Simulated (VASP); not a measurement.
```yaml
crystal:
  lattice:
    - [0.00000, 2.36401, 2.36401]
    - [2.36401, 0.00000, 2.36401]
    - [2.36401, 2.36401, 0.00000]
  atoms:
    - { symbol: B, position: [0.00000, 0.00000, 0.00000] }
    - { symbol: As, position: [0.25000, 0.25000, 0.25000] }
```

Level of theory: MS2 meta-GGA, VASP's PBE PAW potentials (set 64) (plane waves; VASP 6.6.1). Settings: 520 eV cut-off, 10×10×10 Γ-centred mesh, Gaussian smearing of 0.050 eV, potentials B As.

**Question.** Give the stress tensor in GPa (positive for a compressed cell).

**Answer.** 
```
4.79  0.00  0.00
0.00  4.79  0.00
0.00  0.00  4.79
```
The pressure is its mean diagonal, 4.79 GPa.

The compound is BAs in the zinc blende structure. This cell is one point of a volume scan, at 0.97 of the reference volume.
